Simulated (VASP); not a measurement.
Here is the system:

```
CELL_PARAMETERS angstrom
      4.01879     0.00000     0.00000
     -2.00940     3.48037     0.00000
      0.00000     0.00000     6.83620
ATOMIC_POSITIONS crystal
  Sc 0.00000 0.00000 0.00000
  Sc 0.00000 0.00000 0.50000
  Te 0.33333 0.66667 0.25000
  Te 0.66667 0.33333 0.75000
```

All values below come from LDA (Ceperley-Alder, Perdew-Zunger), VASP's LDA PAW potentials (set 64) (plane waves; VASP). Settings: 400 eV cut-off, Gaussian smearing of 0.050 eV, potentials Sc_sv Te.

Problem. Give the energies of bands 11 to 20 at the high-symmetry points, in eV from the Fermi level.

Solution. 
```csv
band,Γ,M,K,A,L,H
11,-6.52,-6.22,-5.62,-4.64,-5.96,-5.31
12,-3.40,-4.88,-5.04,-4.64,-5.96,-5.31
13,-3.40,-4.25,-5.04,-2.69,-3.66,-4.84
14,-1.64,-4.22,-4.09,-2.69,-3.66,-4.84
15,-1.26,-3.53,-4.09,-2.69,-3.25,-3.63
16,-1.26,-2.92,-3.78,-2.69,-3.25,-3.63
17,-1.06,-1.31,0.51,0.58,-0.44,0.21
18,0.08,0.33,0.94,0.58,-0.44,0.21
19,0.08,1.21,0.94,0.58,1.55,1.09
20,0.16,1.42,0.95,0.58,1.57,1.09
```

It has no gap at this level: it comes out as a metal or semimetal.

The structure was generated: ScTe was put into the NiAs type type (P6_3/mmc), which need not be its known phase. It was relaxed first, which changed the volume by -33 %. VASP warned that the highest band is occupied, so more bands are needed.
